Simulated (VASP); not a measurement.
Method: PBEsol GGA, VASP's PBE PAW potentials (set 64) (plane waves; VASP).

VASP ran on this input.

### INCAR
```
SYSTEM = Ni3Al
PREC = Accurate
ENCUT = 500
EDIFF = 1E-6
NELM = 100
ALGO = Normal
LREAL = .FALSE.
LASPH = .TRUE.
ISMEAR = 1
SIGMA = 0.1
GGA = PS
LMAXMIX = 4
ISPIN = 2
MAGMOM = -0.0 0.2 0.2 0.2
LORBIT = 10
LWAVE = .FALSE.
LCHARG = .FALSE.
IBRION = 2
ISIF = 3
NSW = 40
EDIFFG = -0.02
PSTRESS = 100
```

File POSCAR:
```
Ni3Al
1
    3.4908349987     0.0000000000     0.0000000000
    0.0000000000     3.4908349987     0.0000000000
    0.0000000000     0.0000000000     3.4908349987
Al Ni
1 3
Direct
  0.0000000000   0.0000000000   0.0000000000
  0.0000000000   0.5000000000   0.5000000000
  0.5000000000   0.0000000000   0.5000000000
  0.5000000000   0.5000000000   0.0000000000
```

KPOINTS:
```
Automatic mesh
0
Gamma
9 9 9
0 0 0
```

POTCAR, in this order: Al Ni (PBE.64 set). Program: vasp_std.

The resulting files:

File OSZICAR:
```
       N       E                     dE             d eps       ncg     rms          rms(c)
DAV:   1     0.188416928966E+03    0.18842E+03   -0.14211E+04  2800   0.207E+03
DAV:   2    -0.183176661939E+02   -0.20673E+03   -0.19955E+03  2804   0.370E+02
DAV:   3    -0.289818310329E+02   -0.10664E+02   -0.98194E+01  3116   0.112E+02
DAV:   4    -0.292107534165E+02   -0.22892E+00   -0.22675E+00  3232   0.152E+01
DAV:   5    -0.292180794444E+02   -0.73260E-02   -0.73191E-02  3420   0.253E+00    0.215E+01
DAV:   6    -0.296011137037E+02   -0.38303E+00   -0.83145E+01  3152   0.150E+02    0.207E+01
DAV:   7    -0.243300868312E+02    0.52710E+01   -0.22520E+01  3084   0.790E+01    0.262E+00
DAV:   8    -0.242973302092E+02    0.32757E-01   -0.48352E-01  3056   0.618E+00    0.150E+00
DAV:   9    -0.242677562387E+02    0.29574E-01   -0.49133E-02  3672   0.316E+00    0.405E-01
DAV:  10    -0.242671635849E+02    0.59265E-03   -0.18076E-03  3208   0.509E-01    0.293E-01
DAV:  11    -0.242683939637E+02   -0.12304E-02   -0.14833E-03  3536   0.632E-01    0.415E-01
DAV:  12    -0.242675721508E+02    0.82181E-03   -0.35833E-04  3340   0.377E-01    0.386E-01
DAV:  13    -0.242654404414E+02    0.21317E-02   -0.18617E-02  3292   0.244E+00    0.252E-01
DAV:  14    -0.242655289293E+02   -0.88488E-04   -0.14299E-03  3228   0.709E-01    0.147E-01
DAV:  15    -0.242653582413E+02    0.17069E-03   -0.39038E-04  3444   0.373E-01    0.472E-02
DAV:  16    -0.242653764173E+02   -0.18176E-04   -0.11365E-04  3444   0.162E-01    0.430E-02
DAV:  17    -0.242653714683E+02    0.49490E-05   -0.39058E-05  3332   0.130E-01    0.126E-02
DAV:  18    -0.242653726899E+02   -0.12216E-05   -0.22732E-06  1960   0.233E-02    0.868E-03
DAV:  19    -0.242653723661E+02    0.32382E-06   -0.50084E-07  1508   0.137E-02
   1 F= -.21610294E+02 E0= -.21610357E+02  d E =-.216103E+02  mag=     0.0015
       N       E                     dE             d eps       ncg     rms          rms(c)
DAV:   1    -0.257461881857E+02   -0.14808E+01   -0.17443E+01  2824   0.665E+01    0.115E+01
DAV:   2    -0.258718184656E+02   -0.12563E+00   -0.24266E+01  3152   0.834E+01    0.107E+01
DAV:   3    -0.241621301511E+02    0.17097E+01   -0.71251E+00  3044   0.454E+01    0.153E+00
DAV:   4    -0.241411157219E+02    0.21014E-01   -0.13281E-01  2952   0.342E+00    0.949E-01
DAV:   5    -0.241298888786E+02    0.11227E-01   -0.14808E-02  3740   0.165E+00    0.221E-01
DAV:   6    -0.241298207954E+02    0.68083E-04   -0.11737E-03  2892   0.363E-01    0.754E-02
DAV:   7    -0.241298204150E+02    0.38037E-06   -0.99535E-05  3364   0.138E-01    0.203E-02
DAV:   8    -0.241298170275E+02    0.33875E-05   -0.51593E-06  2904   0.188E-02    0.713E-03
DAV:   9    -0.241298164567E+02    0.57084E-06   -0.11377E-06  1600   0.128E-02
   2 F= -.21600272E+02 E0= -.21600420E+02  d E =0.100220E-01  mag=     0.0040
       N       E                     dE             d eps       ncg     rms          rms(c)
DAV:   1    -0.247321199700E+02   -0.60230E+00   -0.55748E+00  2816   0.392E+01    0.654E+00
DAV:   2    -0.248300132494E+02   -0.97893E-01   -0.79762E+00  3128   0.458E+01    0.618E+00
DAV:   3    -0.242336548934E+02    0.59636E+00   -0.26095E+00  3112   0.275E+01    0.979E-01
DAV:   4    -0.242256959873E+02    0.79589E-02   -0.46893E-02  2872   0.209E+00    0.397E-01
DAV:   5    -0.242240073878E+02    0.16886E-02   -0.37816E-03  3892   0.830E-01    0.884E-02
DAV:   6    -0.242240248864E+02   -0.17499E-04   -0.29027E-04  3352   0.170E-01    0.386E-02
DAV:   7    -0.242240337640E+02   -0.88775E-05   -0.42045E-05  3072   0.971E-02    0.252E-02
DAV:   8    -0.242240417357E+02   -0.79718E-05   -0.48736E-06  2700   0.348E-02    0.263E-02
DAV:   9    -0.242240399900E+02    0.17457E-05   -0.55241E-07  1440   0.143E-02    0.250E-02
DAV:  10    -0.242240245006E+02    0.15489E-04   -0.63388E-05  3276   0.147E-01    0.921E-03
DAV:  11    -0.242240263605E+02   -0.18599E-05   -0.58157E-06  2560   0.323E-02    0.396E-03
DAV:  12    -0.242240263354E+02    0.25063E-07   -0.20079E-07  1448   0.902E-03
   3 F= -.21624562E+02 E0= -.21624665E+02  d E =-.142682E-01  mag=     0.0002
```

**OUTCAR**
```
------------------------ aborting loop because EDIFF is reached ----------------------------------------
  FORCE on cell =-STRESS in cart. coord.  units (eV):
  Direction    XX          YY          ZZ          XY          YZ          ZX
  --------------------------------------------------------------------------------------
  Total        2.5852823      2.5852823      2.5852823     -0.0000000     -0.0000000      0.0000000
  in kB       99.4544241     99.4544241     99.4544241     -0.0000000     -0.0000000      0.0000000
  external PRESSURE =      -0.5455759 kB  Pullay stress =     100.0000000 kB
  volume of cell :       41.65
      direct lattice vectors                 reciprocal lattice vectors
     3.466289376  0.000000000  0.000000000     0.288492936 -0.000000000 -0.000000000
     0.000000000  3.466289376  0.000000000    -0.000000000  0.288492936 -0.000000000
     0.000000000  0.000000000  3.466289376    -0.000000000 -0.000000000  0.288492936
 POSITION                                       TOTAL-FORCE (eV/Angst)
 -----------------------------------------------------------------------------------
      0.00000      0.00000      0.00000        -0.000000     -0.000000      0.000000
      0.00000      1.73314      1.73314         0.000000      0.000000      0.000000
      1.73314      0.00000      1.73314        -0.000000      0.000000      0.000000
      1.73314      1.73314      0.00000        -0.000000     -0.000000      0.000000
 -----------------------------------------------------------------------------------
    total drift:                                0.000000      0.000000      0.000000
  FREE ENERGIE OF THE ION-ELECTRON SYSTEM (eV)
  ---------------------------------------------------
  free  energy   TOTEN  =       -24.2240263354 eV

  energy  without entropy=      -24.2243363112  energy(sigma->0) =      -24.22412966
  enthalpy is  TOTEN    =       -21.6245619858 eV   P V=        2.5994643496

 total charge

# of ion       s       p       d       tot
------------------------------------------
    1        0.416   0.426   0.000   0.842
    2        0.533   0.596   8.426   9.555
    3        0.533   0.596   8.426   9.555
    4        0.533   0.596   8.426   9.555
--------------------------------------------------
tot          2.015   2.214  25.278  29.507

 magnetization (x)

# of ion       s       p       d       tot
------------------------------------------
    1       -0.000  -0.000   0.000  -0.000
    2       -0.000  -0.000   0.000   0.000
    3       -0.000  -0.000   0.000   0.000
    4       -0.000  -0.000   0.000   0.000
--------------------------------------------------
tot         -0.000  -0.000   0.001   0.001

 reached required accuracy - stopping structural energy minimisation
```
(Selected blocks of OUTCAR.)

CONTCAR:
```
Ni3Al
   1.00000000000000
     3.4662893756259159    0.0000000000000000    0.0000000000000000
     0.0000000000000000    3.4662893756259159    0.0000000000000000
     0.0000000000000000    0.0000000000000000    3.4662893756259159
  Al              Ni
     1     3
Direct
     0.0000000000000000    0.0000000000000000    0.0000000000000000
     0.0000000000000000    0.5000000000000000    0.5000000000000000
     0.5000000000000000    0.0000000000000000    0.5000000000000000
     0.5000000000000000    0.5000000000000000    0.0000000000000000
```

Energy and stress use the plane-wave basis of the starting cell.

The compound is Ni3Al in the L1_2 structure. This run relaxes it under an external pressure of 10 GPa. Symmetry was kept, so distortions that lower it aren't found.
